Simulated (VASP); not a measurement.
Computed with PBE GGA, VASP's PBE PAW potentials (set 64) (plane waves; VASP).

The input files of a VASP run:

### KPOINTS
```
Automatic
0
Gamma
8 8 6
```

**INCAR**
```
ALGO = Normal
EDIFF = 1E-7
ENCUT = 400
GGA = PE
ISIF = 2
ISMEAR = -5
LASPH = .TRUE.
LCHARG = .TRUE.
LEFG = .TRUE.
LORBIT = 11
LREAL = .FALSE.
LWAVE = .FALSE.
NEDOS = 601
NELM = 100
PREC = Accurate
SYSTEM = P
```

File POSCAR:
```
P
1
    1.6576545499    -5.5697358439    -0.0000000000
    1.6576545499     5.5697358439     0.0000000000
    0.0000000000     0.0000000000     4.5456535202
P
4
Direct
  0.0950316668   0.9049683332   0.9137346582
  0.4049683332   0.5950316668   0.4137346582
  0.5950316668   0.4049683332   0.5862653418
  0.9049683332   0.0950316668   0.0862653418
```

POTCAR, in this order: P (PBE.64 set). Program: vasp_std.

Output of the run:

### OUTCAR
```
 ion  position               nearest neighbor table
   1  0.095  0.905  0.914-   3 2.23   3 2.23   4 2.26
   2  0.405  0.595  0.414-   4 2.23   4 2.23   3 2.26
   3  0.595  0.405  0.586-   1 2.23   1 2.23   2 2.26
   4  0.905  0.095  0.086-   2 2.23   2 2.23   1 2.26
  LATTYP: Found a base centered orthorhombic cell.
 ALAT       =     3.3153090998
 B/A-ratio  =     3.3600099877
 C/A-ratio  =     1.3711100182
 Subroutine PRICEL returns:
 Original cell was already a primitive cell.
 Subroutine GETGRP returns: Found  8 space group operations
The static configuration has the point symmetry C_2h.
 The point group associated with its full space group is D_2h.
The dynamic configuration has the point symmetry C_2h.
 Subroutine INISYM returns: Found  8 space group operations
 Subroutine IBZKPT returns following result:
 Found     84 irreducible k-points:

 Following reciprocal coordinates:
            Coordinates               Weight
  0.000000  0.000000  0.000000      1.000000
  0.125000 -0.000000  0.000000      4.000000
  0.250000 -0.000000  0.000000      4.000000
  0.375000 -0.000000  0.000000      4.000000
  0.500000 -0.000000  0.000000      2.000000
  0.125000  0.125000  0.000000      2.000000
  0.250000  0.125000  0.000000      4.000000
  0.375000  0.125000  0.000000      4.000000
  0.500000  0.125000  0.000000      4.000000
 -0.375000  0.125000  0.000000      4.000000
 -0.250000  0.125000  0.000000      4.000000
 -0.125000  0.125000  0.000000      2.000000
  0.250000  0.250000  0.000000      2.000000
  0.375000  0.250000  0.000000      4.000000
  0.500000  0.250000  0.000000      4.000000
 -0.375000  0.250000  0.000000      4.000000
 -0.250000  0.250000  0.000000      2.000000
  0.375000  0.375000  0.000000      2.000000
  0.500000  0.375000  0.000000      4.000000
...
```

### OSZICAR
```
       N       E                     dE             d eps       ncg     rms          rms(c)
DAV:   1     0.568510940245E+02    0.56851E+02   -0.71148E+03  2352   0.967E+02
DAV:   2    -0.178825882591E+02   -0.74734E+02   -0.72805E+02  3068   0.162E+02
DAV:   3    -0.216074403820E+02   -0.37249E+01   -0.37051E+01  3194   0.400E+01
DAV:   4    -0.216593712897E+02   -0.51931E-01   -0.51877E-01  3044   0.551E+00
DAV:   5    -0.216605919042E+02   -0.12206E-02   -0.12203E-02  3248   0.741E-01    0.100E+01
DAV:   6    -0.215502554088E+02    0.11034E+00   -0.69857E-02  2844   0.157E+00    0.595E+00
DAV:   7    -0.215042305524E+02    0.46025E-01   -0.12065E-01  2946   0.215E+00    0.264E-01
DAV:   8    -0.215044377321E+02   -0.20718E-03   -0.98469E-03  2802   0.681E-01    0.134E-01
DAV:   9    -0.215045433238E+02   -0.10559E-03   -0.39048E-04  3222   0.145E-01    0.745E-02
DAV:  10    -0.215045794038E+02   -0.36080E-04   -0.61061E-05  2784   0.493E-02    0.284E-02
DAV:  11    -0.215045916643E+02   -0.12261E-04   -0.16369E-05  2910   0.332E-02    0.107E-02
DAV:  12    -0.215045922237E+02   -0.55939E-06   -0.62721E-07  3136   0.562E-03    0.228E-03
DAV:  13    -0.215045921531E+02    0.70580E-07   -0.13567E-07  1938   0.265E-03
   1 F= -.21504592E+02 E0= -.21504592E+02  d E =0.000000E+00
```

**OUTCAR**
```
------------------------ aborting loop because EDIFF is reached ----------------------------------------
  FORCE on cell =-STRESS in cart. coord.  units (eV):
  Direction    XX          YY          ZZ          XY          YZ          ZX
  --------------------------------------------------------------------------------------
  Total       -0.1403992      0.1185118      0.0020126      0.0000000      0.0000000      0.0000000
  in kB       -2.6799109      2.2621280      0.0384159      0.0000000      0.0000000      0.0000000
  external PRESSURE =      -0.1264557 kB  Pullay stress =       0.0000000 kB
  volume of cell :       83.94
      direct lattice vectors                 reciprocal lattice vectors
     1.657654550 -5.569735844  0.000000000     0.301631000 -0.089770864  0.000000000
     1.657654550  5.569735844  0.000000000     0.301631000  0.089770864  0.000000000
     0.000000000  0.000000000  4.545653520     0.000000000  0.000000000  0.219990370
 POSITION                                       TOTAL-FORCE (eV/Angst)
 -----------------------------------------------------------------------------------
      1.65765      4.51113      4.15352         0.000000     -0.004433     -0.007733
      1.65765      1.05860      1.88069         0.000000      0.004433     -0.007733
      1.65765     -1.05860      2.66496         0.000000     -0.004433      0.007733
      1.65765     -4.51113      0.39213         0.000000      0.004433      0.007733
 -----------------------------------------------------------------------------------
    total drift:                                0.000000      0.000000     -0.000000
  FREE ENERGIE OF THE ION-ELECTRON SYSTEM (eV)
  ---------------------------------------------------
  free  energy   TOTEN  =       -21.5045921531 eV

  energy  without entropy=      -21.5045921531  energy(sigma->0) =      -21.50459215

 total charge

# of ion       s       p       d       tot
------------------------------------------
    1        1.082   1.374   0.000   2.456
    2        1.082   1.374   0.000   2.456
    3        1.082   1.374   0.000   2.456
    4        1.082   1.374   0.000   2.456
--------------------------------------------------
tot          4.328   5.497   0.000   9.825
```
(Selected blocks of OUTCAR.)

Without a dispersion term in the relaxation, distances and binding between the weakly bound layers, chains or molecules are unreliable, and so is what depends on them.

The compound is P in the black structure. It was relaxed first, which changed the volume by +10 %.
